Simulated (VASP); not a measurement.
The input files of a VASP run:

POSCAR:
```
GaN
2.7383470
  1.0000000000   0.0000000000   0.0000000000
 -0.5000001826   0.8660253795   0.0000000000
  0.0000000000   0.0000000000   0.9759504548
Ga N
1 1
Cartesian
  0.0000000000   0.0000000000   0.0000000000
  0.5000004391   0.2886748378   0.4879752274
```

### KPOINTS
```
Automatic mesh
0
Gamma
9 9 8
0 0 0
```

### INCAR
```
SYSTEM = GaN
PREC = Accurate
ENCUT = 400
EDIFF = 1E-6
NELM = 100
ALGO = Normal
LREAL = .FALSE.
LASPH = .TRUE.
ISMEAR = -1
SIGMA = 0.1
GGA = PE
LMAXMIX = 4
LWAVE = .FALSE.
LCHARG = .FALSE.
ISIF = 2
```

POTCAR, in this order: Ga_d N (PBE.64 set). Program: vasp_std.

Task: Translate this PBE calculation to Quantum ESPRESSO's pw.x.

Result: One equivalent input (not run):
```
&CONTROL
  calculation = 'scf'
  pseudo_dir = './pseudo'
  outdir = './out'
  tprnfor = .true.
  tstress = .true.
/
&SYSTEM
  ibrav = 0
  nat = 2
  ntyp = 2
  ecutwfc = 84
  occupations = 'smearing'
  smearing = 'fermi-dirac'
  degauss = 0.00735
  input_dft = 'pbe'
/
&ELECTRONS
  conv_thr = 7.3e-08
  electron_maxstep = 100
/
ATOMIC_SPECIES
  Ga 69.723 Ga.upf
  N 14.007 N.upf
CELL_PARAMETERS angstrom
     2.7383470    0.0000000    0.0000000
    -1.3691740    2.3714780    0.0000000
     0.0000000    0.0000000    2.6724910
ATOMIC_POSITIONS crystal
  Ga   0.0000000  0.0000000  0.0000000
  N    0.6666670  0.3333330  0.5000000
K_POINTS automatic
  9 9 8 0 0 0
```
What does not carry over: the potentials are each code's own (VASP's PAW set, PseudoDojo norm-conserving files in pw.x), so ENCUT and ecutwfc are chosen apart and not converted; conv_thr bounds pw.x's estimated SCF error, while EDIFF bounds the energy change between steps.

The structure was generated: GaN was put into an ordered model structure, which need not be its known phase. The cell was not relaxed at this level, and its volume differs by -5.9 % from the start's.
